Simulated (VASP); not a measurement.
Input:

```yaml
crystal:
  lattice:
    - [0.00000, 3.66640, 3.66640]
    - [3.66640, 0.00000, 3.66640]
    - [3.66640, 3.66640, 0.00000]
  atoms:
    - { symbol: K, position: [0.25000, 0.25000, 0.25000] }
    - { symbol: K, position: [0.75000, 0.75000, 0.75000] }
    - { symbol: S, position: [0.00000, 0.00000, 0.00000] }
```

Method: PBE GGA with D3 dispersion (Becke-Johnson damping), VASP's PBE PAW potentials (set 64) (plane waves; VASP). Run with 520 eV cut-off, Gaussian smearing of 0.050 eV, potentials K_sv S.

What does the run give for the band gap (along the path) with the smallest direct gap where there is one?

```yaml
band gap (along the path): 2.46 eV
smallest direct gap (along the path): 2.68 eV
```

Total energies compare only between runs with the same potentials, cut-off and functional.

The compound is K2S in the antifluorite structure. It was relaxed first.
